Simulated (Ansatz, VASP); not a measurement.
# Cross-check of LaBi between VASP and Ansatz, part 2 of 2

Wanted: the spread between two codes on one cell, functional and k mesh. The cell is taken from a series of VASP runs on this material, whose earlier steps may have relaxed, scaled or displaced it; both programs get it as it stands.

VASP 6.6.1 and Ansatz 0.2.0.

So far: The structure; VASP: band structure, r2SCAN with rVV10.

## 3. Ansatz: band structure, r2SCAN with rVV10

Level of this step: Ansatz beside VASP: Kohn-Sham DFT, plane waves, r2SCAN with rVV10 (Ansatz).

Ansatz runs on its default PAW (the set named soft_2) files.

The same cell, functional, mesh and smearing now go to Ansatz, which takes its cutoff from its data sets.

input.yaml

```yaml
crystal:
  lattice:
    - [0.0, 3.3142793947, 3.3142793947]
    - [3.3142793947, 0.0, 3.3142793947]
    - [3.3142793947, 3.3142793947, 0.0]
  atoms:
    - { symbol: La, position: [0.5, 0.5, 0.5] }
    - { symbol: Bi, position: [0.0, 0.0, 0.0] }
hamiltonian:
  xc: r2scan
  pseudopotentials: { kind: paw }
  dispersion: rvv10
kpoints:
  mp_grid: { grid: [6, 6, 6] }
  band_path:
    path:
      - [0.0, 0.0, 0.0]
      - [0.16667, 0.0, 0.16667]
      - [0.33333, 0.0, 0.33333]
      - [0.5, 0.0, 0.5]
      - [0.5, 0.08333, 0.58333]
      - [0.5, 0.18333, 0.68333]
      - [0.5, 0.25, 0.75]
      - [0.45, 0.3, 0.75]
      - [0.40833, 0.34167, 0.75]
      - [0.35, 0.35, 0.7]
      - [0.225, 0.225, 0.45]
      - [0.075, 0.075, 0.15]
      - [0.03333, 0.03333, 0.03333]
      - [0.23333, 0.23333, 0.23333]
      - [0.4, 0.4, 0.4]
      - [0.51667, 0.46667, 0.51667]
      - [0.55833, 0.38333, 0.55833]
      - [0.60833, 0.28333, 0.60833]
      - [0.60833, 0.25, 0.64167]
      - [0.55833, 0.25, 0.69167]
      - [0.51667, 0.25, 0.73333]
      - [0.5, 0.3, 0.7]
      - [0.5, 0.38333, 0.61667]
      - [0.5, 0.48333, 0.51667]
      - [0.475, 0.475, 0.55]
      - [0.425, 0.425, 0.65]
      - [0.38333, 0.38333, 0.73333]
      - [0.59167, 0.18333, 0.59167]
      - [0.55, 0.1, 0.55]
      - [0.5, 0.0, 0.5]
    npoints: 1
scf:
  occupations: { method: methfessel_paxton, width: 0.2 }
  n_extra_bands: 7
output:
  forces: true
  stress: true
  eigenvalues: true
```

Run with:

```sh
ansatz run input.yaml --threads 2 --pin off --max-ram 4608MiB --backend cpu --events-out ev --progress --plain --runs-dir out
```

Numbers of over 12 decimals in the logs are rounded to 6 here.

Log:

```text
scf.n_extra_bands = 7 over 13 filled bands (N_el = 26.0): the run solves 20 bands
Engine: ansatz 0.2.0, aarch64-unknown-linux-gnu
Pseudopotentials: kind: paw
Pseudopotential: La, paw, valence charge 11, recommended cutoff 500 eV (meta_gga), La.paw.azcp
Pseudopotential: Bi, paw, valence charge 15, recommended cutoff 500 eV (meta_gga), Bi.paw.azcp
Functional definition: r2SCAN+rVV10
  parameter k0 = 0.174
  parameter k1 = 0.065
  parameter a1 = 4.9479
  exchange = r2scan_x(k0 = k0, k1 = k1, a1 = a1)
  correlation = r2scan_c + rvv10(11.95, 0.0093)
Crystal: 2 atoms, lattice volume = 72.811 Å³
Basis set: ecut = 500 eV, 1837 PW (Γ), exchange–correlation on 160×160×160 points (64 copies of the dense FFT grid, shifted against one another)
Bands: 20, of which v1, the nominal top of the filled ones, is band 13 counted from 1 (12 counted from 0)
Symmetry: 48 space group operations
Space group: Fm-3m (ITA 225), of the structure as read, at distance tolerance 4.2e-5 Å
k-points: 16 of 216
Non-local potential: La, projectors of the file, l = 0: 3, l = 1: 2, l = 2: 2, l = 3: 3
Non-local potential: Bi, projectors of the file, l = 0: 2, l = 1: 2, l = 2: 2, l = 3: 2
PAW form: soft (Blöchl's): semilocal exchange-correlation on the pseudo side does not see the compensation charge
rVV10 density: all electrons in the spheres
PAW frozen core: La, regenerated for the run's functional (the file was generated under x = pbe(κ = 0.804, μ = 0.219515), c = pbe(β = 0.066725))
PAW frozen core: Bi, regenerated for the run's functional (the file was generated under x = pbe(κ = 0.804, μ = 0.219515), c = pbe(β = 0.066725))
PAW one-centre angular grid: La, 974 points (default); XC on 160 Gauss nodes
PAW one-centre angular grid: Bi, 590 points (default); XC on 160 Gauss nodes
Initial density: superposition of atomic densities (neutral atoms: chi_scale 0, normalization atom), corrected by the library's trained network
Initial wavefunctions: pseudopotential atomic-orbital guess
Functional: x = r2scan, c = r2scan + rvv10(b = 11.95, C = 0.0093); τ floored in thin density (d = 2e-4 eV/Å³)
SCF iter   1: F=—  HF=-18672.855435 eV  |F-HF|=—  |Δ(HF+E_count)|=         —  Δρ=8.38e-3  dr2=1.10e-1  dr2_τ=5.36e-3  ethr=1.77e-3  ⟨swp⟩=4.9  Hψ=1306  notcnv=0
preconditioner: auto → none  [insulator: Δε(μ)=0.265 eV  Ē_g=6.421 eV  σ=0.200 eV  W_gap=0.87  n_scr=14 (ndim 8)  ℏωp=12.3 eV  f_vac=0.000  D(μ)=0.15/eV (n_scr^D=0)  ε∞_Penn≈4.7]
SCF iter   2: F=—  HF=-18672.870601 eV  |F-HF|=—  |Δ(HF+E_count)|=   1.52e-2  S|Δr|=    0.00e0  Δρ=2.52e-3  dr2=8.12e-3  dr2_τ=1.65e-3  ethr=4.23e-4  ⟨swp⟩=2.2  Hψ=681  notcnv=0  defer=27
SCF iter   3: F=—  HF=-18672.868906 eV  |F-HF|=—  |Δ(HF+E_count)|=   1.69e-3  S|Δr|=    0.00e0  Δρ=1.21e-3  dr2=5.96e-4  dr2_τ=4.64e-5  ethr=3.12e-5  ⟨swp⟩=2.0  Hψ=563  notcnv=0  defer=27
SCF iter   4: F=—  HF=-18672.869649 eV  |F-HF|=—  |Δ(HF+E_count)|=   7.42e-4  S|Δr|=    0.00e0  Δρ=2.63e-4  dr2=5.79e-5  dr2_τ=2.72e-6  ethr=2.29e-6  ⟨swp⟩=2.1  Hψ=463  notcnv=0  defer=27
SCF iter   5: F=—  HF=-18672.869670 eV  |F-HF|=—  |Δ(HF+E_count)|=   2.13e-5  S|Δr|=    0.00e0  Δρ=4.42e-5  dr2=2.50e-6  dr2_τ=3.18e-8  ethr=2.23e-7  ⟨swp⟩=2.0  Hψ=510  notcnv=0  defer=27
SCF iter   6: F=—  HF=-18672.869669 eV  |F-HF|=—  |Δ(HF+E_count)|=   6.34e-7  S|Δr|=    0.00e0  Δρ=1.54e-5  dr2=3.59e-7  dr2_τ=8.60e-9  ethr=9.60e-9  ⟨swp⟩=2.0  Hψ=502  notcnv=0  defer=27
SCF iter   7: F=-18672.869669 eV  HF=-18672.869669 eV  |F-HF|=2.44e-8  |Δ(HF+E_count)|=   4.71e-8  S|Δr|=    0.00e0  Δρ=4.91e-6  dr2=3.69e-8  dr2_τ=3.34e-10  ethr=3.85e-10  ⟨swp⟩=9.6  Hψ=1524  notcnv=0
SCF 1 converged in 7 iterations: F = -18672.869669 eV  dr2 = 3.69e-8
  greatest PAW one-centre occupation: 0.984 electrons in one spin orbital (limit 2), on the Bi atom at site 1 (counted from 0), in its partial waves of l = 2
NSCF: frozen V_eff on 30 k-points
SCF converged after 7 iterations
Stability not checked: this state was not tested for a lower state beside it, because cold or Methfessel-Paxton smearing, or corrected tetrahedra, fill the levels in a way that the test cannot read (fill_not_monotonic; see scf.lower_state_search)
Free energy (F): -18672.869669 eV
Harris-Foulkes:  -18672.869669 eV  (|F-HF|=2.44e-8)
Internal energy: -18672.871134 eV  (E = F + TS)
E sigma→0 (E₀):  -18672.870035 eV
Entropy (-TS):   0.001464 eV (0.732 meV/atom)
Fermi energy:    9.925822 eV
Step filling:    the computed levels leave a gap of 0.2384 eV = 1.2 smearing widths at the electron count; against every level under it full and every level over it empty, smearing changes F+E_penalty+E_count by +0.802 meV and its σ→0 estimate by +0.436 meV
--- Per-component energies (eV) ---
  E_band       = -166.830534
  E_kinetic    = 493.906965
  E_local      = -1967.840880  (includes V_loc(G=0)·N_el)
  E_nonlocal   = 652.458908
  E_hartree    = 655.447108
  E_xc         = -266.598624
  E_vxc        = -315.016676  (∫ρ·V_xc dr)
  E_paw        = -16127.506005  (= ΣΔE_a)
  E_vpaw       = -359.989242  (= ΣTr[D̂ρ^β])
  E_aug_tail   = -0.000155  (compensation charges beyond the density's cutoff)
  E_vtau       = 18.757885  (kinetic-family band-sum trace: ∫τ·v_τ [+ j·A + Jᵃ·Aᵃ] dr)
  E_ewald      = -2113.682511
  E_core_change = 0.944060  (= ΣΔE_core)
  E_smearing   = 0.001464  (= −TS)
  E_closure    = -0.000000  (closes the sum)
  Σ components = -18672.869669   (vs F -18672.869669, Δ=0.00e0)
--- Forces (eV/Å), atoms counted from 1 ---
  atom   1  La     0.00000000    -0.00000000     0.00000000
  atom   2  Bi    -0.00000000     0.00000000     0.00000000
  max |Σ_I F_I| component: 1.39e-29 eV/Å
--- Stress (GPa, compression-positive) ---
       -0.045809       0.000000       0.000000
        0.000000      -0.045809      -0.000000
       -0.000000      -0.000000      -0.045809
  P = ⅓ Tr σ = -0.0458 GPa (-0.458 kbar)
--- Band table (eV; the first three rows and the last of 16) ---
  k-point 0: bands = [... 9 lower, -0.9294, 10.0769, 10.0769, 10.0769, 11.3001, 11.3001, 11.3001, 11.9278, ... 3 higher]
  k-point 1: bands = [... 9 lower, -0.6889, 8.7402, 9.3138, 9.3138, 11.3542, 11.5658, 11.5658, 12.1122, ... 3 higher]
  k-point 2: bands = [... 9 lower, -0.1756, 7.1602, 8.4448, 8.4448, 11.5885, 11.9525, 11.9525, 12.2018, ... 3 higher]
  k-point 15: bands = [... 9 lower, -0.3236, 8.1883, 8.3044, 8.6039, 11.1547, 11.9804, 12.1148, 12.1432, ... 3 higher]
```

Elapsed: 6.1 s, on 2 threads of Arm Neoverse V1, shared host; peak memory 0.64 GiB; 12 s of CPU time.

## 4. Differences

Known differences besides the potentials themselves: VASP keeps PBE cores, Ansatz makes them for the functional; the cutoff is 500 eV in Ansatz and 400 eV in VASP. Total energies have different zeros and are not compared.

Both answers:

```
      quantity  Ansatz   VASP  difference
pressure (GPa)   -0.05  -0.01       -0.04
```

Levels from 3 eV below to 2 eV above the Fermi level differ by 14 meV r.m.s. and 29 meV at most; each VASP level is matched to the nearest of Ansatz, which flatters the figure a little. Ansatz's pressure holds a Pulay correction of 0.03 GPa; VASP's holds none.

## 5. VASP: band structure, r2SCAN with rVV10, spin-orbit coupling

With cell and atoms fixed, the geometry can't cause a difference; cores, projectors, grids and the points listed under the comparison can.

INCAR

```
SYSTEM = LaBi
PREC = Accurate
ENCUT = 400
EDIFF = 1E-06
NELM = 100
ISMEAR = 1
SIGMA = 0.2
LREAL = .FALSE.
ALGO = Normal
METAGGA = R2SCAN
LUSE_VDW = .TRUE.
IVDW_NL = 2
BPARAM = 11.95
CPARAM = 0.0093
LASPH = .TRUE.
LNONCOLLINEAR = .TRUE.
MAGMOM = 0 0 0 0 0 0
NBANDS = 38
GGA_COMPAT = .FALSE.
LSORBIT = .TRUE.
LMAXMIX = 6
LORBIT = 11
LWAVE = .FALSE.
LCHARG = .FALSE.
KPAR = 2
```

POSCAR

```
LaBi
1.0
    0.0000000000      3.3142793947      3.3142793947
    3.3142793947      0.0000000000      3.3142793947
    3.3142793947      3.3142793947      0.0000000000
La Bi
1 1
Direct
    0.5000000000      0.5000000000      0.5000000000
    0.0000000000      0.0000000000      0.0000000000
```

KPOINTS

```
Automatic mesh
0
Gamma
5 5 5
0 0 0
```

KPOINTS_OPT

```
Line mode
16
Line-mode
Reciprocal
  0.00000000   0.00000000   0.00000000 GAMMA
  0.50000000   0.00000000   0.50000000 X

  0.50000000   0.00000000   0.50000000 X
  0.50000000   0.25000000   0.75000000 W

  0.50000000   0.25000000   0.75000000 W
  0.37500000   0.37500000   0.75000000 K

  0.37500000   0.37500000   0.75000000 K
  0.00000000   0.00000000   0.00000000 GAMMA

  0.00000000   0.00000000   0.00000000 GAMMA
  0.50000000   0.50000000   0.50000000 L

  0.50000000   0.50000000   0.50000000 L
  0.62500000   0.25000000   0.62500000 U

  0.62500000   0.25000000   0.62500000 U
  0.50000000   0.25000000   0.75000000 W

  0.50000000   0.25000000   0.75000000 W
  0.50000000   0.50000000   0.50000000 L

  0.50000000   0.50000000   0.50000000 L
  0.37500000   0.37500000   0.75000000 K

  0.62500000   0.25000000   0.62500000 U
  0.50000000   0.00000000   0.50000000 X
```

Potentials, in the order of the species: La and Bi_d (PBE family, release 64).

Run with:

```sh
mpirun -np 2 vasp_ncl
```

Log:

```text
[banner, memory and clock lines left out]
running    2 mpi-ranks, on    1 nodes
[...]
[... a notice as in an earlier step ...]

 [... a notice as in an earlier step ...]

 LDA part: xc-table for (None), standard interpolation
 POSCAR, INCAR and KPOINTS ok, starting setup
[...]
entering main loop
       N       E                     dE             d eps       ncg     rms          rms(c)
Total rVV10 correction in eV:      0.5909546    27.5306049
Total rVV10 correction in eV:      0.5909546    27.5306049
DAV:   1     0.237427437043E+03    0.23743E+03   -0.92282E+03   760   0.161E+03
DAV:   2    -0.425164779675E+02   -0.27994E+03   -0.26936E+03   888   0.415E+02
DAV:   3    -0.933776405356E+02   -0.50861E+02   -0.50052E+02  1062   0.218E+02
DAV:   4    -0.973355540944E+02   -0.39579E+01   -0.39427E+01  1308   0.608E+01
DAV:   5    -0.977670514222E+02   -0.43150E+00   -0.43088E+00  1440   0.164E+01    0.370E+00
Total rVV10 correction in eV:      0.5950492    27.5306052
Total rVV10 correction in eV:      0.5950492    27.5306052
[...]
DAV:   8    -0.250391071768E+04   -0.96635E-02     1384
DAV:   9    -0.250391159287E+04   -0.87519E-03     1400
DAV:  10    -0.250391171191E+04   -0.11904E-03     1400
DAV:  11    -0.250391172349E+04   -0.11580E-04     1096
DAV:  12    -0.250391172519E+04   -0.16971E-05     1032
DAV:  13    -0.250391172536E+04   -0.16909E-06      832
k-point batch [41-50\160]
       N       E                     dE             ncg
DAV:   1     0.784985768708E+03   -0.61445E+04      776
DAV:   2    -0.192357650697E+04   -0.27086E+04      840
DAV:   3    -0.245571903104E+04   -0.53214E+03     1048
DAV:   4    -0.249763227351E+04   -0.41913E+02     1286
[...]
DAV:  11    -0.250205326808E+04   -0.11417E-04     1120
DAV:  12    -0.250205326976E+04   -0.16796E-05     1024
DAV:  13    -0.250205326993E+04   -0.17509E-06      840
[...]
k-point batch [151-160\160]
       N       E                     dE             ncg
DAV:   1     0.778490859612E+03   -0.61149E+04      768
DAV:   2    -0.197102016852E+04   -0.27495E+04      904
DAV:   3    -0.243887019749E+04   -0.46785E+03     1104
DAV:   4    -0.246807527454E+04   -0.29205E+02     1180
[...]
DAV:  11    -0.247195687761E+04   -0.13350E-04     1040
DAV:  12    -0.247195687984E+04   -0.22288E-05     1000
DAV:  13    -0.247195688004E+04   -0.20070E-06      840
```

From OUTCAR (step 5):

```text
  Total       -0.1303161     -0.1303161     -0.1303161      0.0000000      0.0000000     -0.0000000
  in kB       -2.8675517     -2.8675517     -2.8675517      0.0000000      0.0000000     -0.0000000
  external PRESSURE =      -2.8675517 kB  Pullay stress =       0.0000000 kB

 POSITION                                       TOTAL-FORCE (eV/Angst)
 -----------------------------------------------------------------------------------
      3.31428      3.31428      3.31428        -0.000000     -0.000000      0.000000
      0.00000      0.00000      0.00000         0.000000      0.000000      0.000000
 -----------------------------------------------------------------------------------
    total drift:                               -0.000000      0.000000     -0.000000

  FREE ENERGIE OF THE ION-ELECTRON SYSTEM (eV)
  ---------------------------------------------------
  free  energy   TOTEN  =       -91.2773970577 eV

  energy  without entropy=      -91.2723053534  energy(sigma->0) =      -91.27569982

 magnetization (x)
# of ion       s       p       d       f       tot
--------------------------------------------------
    1       -0.000   0.000  -0.000  -0.000  -0.000
    2        0.000  -0.000   0.000   0.000   0.000
--------------------------------------------------
tot         -0.000  -0.000  -0.000  -0.000  -0.000

 magnetization (y)
# of ion       s       p       d       f       tot
--------------------------------------------------
    1        0.000  -0.000  -0.000   0.000  -0.000
    2        0.000   0.000   0.000   0.000   0.000
--------------------------------------------------
tot          0.000  -0.000  -0.000   0.000   0.000

 magnetization (z)
# of ion       s       p       d       f       tot
--------------------------------------------------
    1       -0.000  -0.000   0.000   0.000  -0.000
    2        0.000  -0.000  -0.000   0.000   0.000
--------------------------------------------------
tot          0.000  -0.000   0.000   0.000   0.000

[... 1 part as in an earlier step ...]

[... 2 further parts left out ...]
[key lines of the parts left out:]
E-fermi :   6.7876
```

The run ends at a pressure of -0.29 GPa.

## 6. Ansatz: band structure, r2SCAN with rVV10, spin-orbit coupling

The same cell, functional, mesh and smearing now go to Ansatz, which takes its cutoff from its data sets.

The cell is taken from a series of VASP runs on this material, whose earlier steps may have relaxed, scaled or displaced it; both programs get it as it stands.

Edit input.yaml of step 3 so:

```diff
@@ -10,6 +10,9 @@
   xc: r2scan
-  pseudopotentials: { kind: paw }
+  pseudopotentials: { kind: paw_fr }
   dispersion: rvv10
+magnetization:
+  noncollinear: true
+  spin_orbit: true
 kpoints:
-  mp_grid: { grid: [6, 6, 6] }
+  mp_grid: { grid: [5, 5, 5] }
   band_path:
@@ -49,3 +52,3 @@
   occupations: { method: methfessel_paxton, width: 0.2 }
-  n_extra_bands: 7
+  n_extra_bands: 14
 output:
@@ -54 +57,5 @@
   eigenvalues: true
+  write_density: true
+  write_potential: true
+  elf: true
+  volumetric_format: npy
```

Run with:

```sh
ansatz run input.yaml --threads 2 --pin off --max-ram 4608MiB --backend cpu --events-out ev --progress --plain --runs-dir out
```

Log:

```text
[...]
non-collinear run that drives no moment, with spin-orbit: no starting moment large enough to seed its density (crystal.atoms[].spin), no starting occupations that ask for one, no magnetisation constraint and no magnetic field, so the semilocal B_xc is pinned to zero
Crystal: 2 atoms, lattice volume = 72.811 Å³
[...]
k-point 1: bands = [... 22 lower, 9.0427, 9.0427, 9.4808, 9.4808, 11.3535, 11.3535, 11.6137, 11.6137, ... 10 higher]
  k-point 2: bands = [... 22 lower, 7.9343, 7.9343, 8.5864, 8.5864, 11.7064, 11.7064, 11.9420, 11.9420, ... 10 higher]
  k-point 9: bands = [... 22 lower, 8.3083, 8.3083, 8.7612, 8.7612, 11.4195, 11.4195, 11.8816, 11.8816, ... 10 higher]
[key lines of the parts left out:]
SCF converged after 7 iterations
Magnetization: |M| = 0.0000 μB,  M = (+0.0000, +0.0000, +0.0000) μB
Free energy (F): -18625.171258 eV
Fermi energy:    10.027393 eV
P = ⅓ Tr σ = -0.4701 GPa (-4.701 kbar)
```

It took 35 s on 2 threads; peak memory 0.92 GiB.

## 7. Comparison

What differs besides the data sets and the points named for the pairs above, as far as they apply: spin-orbit coupling enters by fully relativistic files in Ansatz and inside the spheres in VASP. Total energies have different zeros and are not compared.

Compared:

```
      quantity  Ansatz   VASP  difference
pressure (GPa)   -0.47  -0.29       -0.18
```

Levels from 3 eV below to 2 eV above the Fermi level differ by 51 meV r.m.s. and 176 meV at most; each VASP level is matched to the nearest of Ansatz, which flatters the figure a little.

## 8. Outcome

| Quantity | Value |
| --- | --- |
| r.m.s. difference of levels near the Fermi level (band structure, r2SCAN with rVV10) | 14 meV |
| r.m.s. difference of levels near the Fermi level (band structure, r2SCAN with rVV10, spin-orbit coupling) | 51 meV |

The r.m.s. difference of levels near the Fermi level is 51 meV (band structure, r2SCAN with rVV10, spin-orbit coupling), within the 80 meV picked in this series as the mark of a large difference. How closely two codes agree says nothing of how well the functional describes the real material.

[Lines on the potential files, build, host, timing and source positions are cut from VASP's logs without a mark.]

[Logs are printed without paths, hosts, clocks, repeated set-up lines and the standing remarks that a program may print on its own settings, such as how far it seeks lower states.]

[Hosts, paths, dates, database ids (printed as entryN), source tags and the programs' standing remarks are cut or masked in the printed files.]
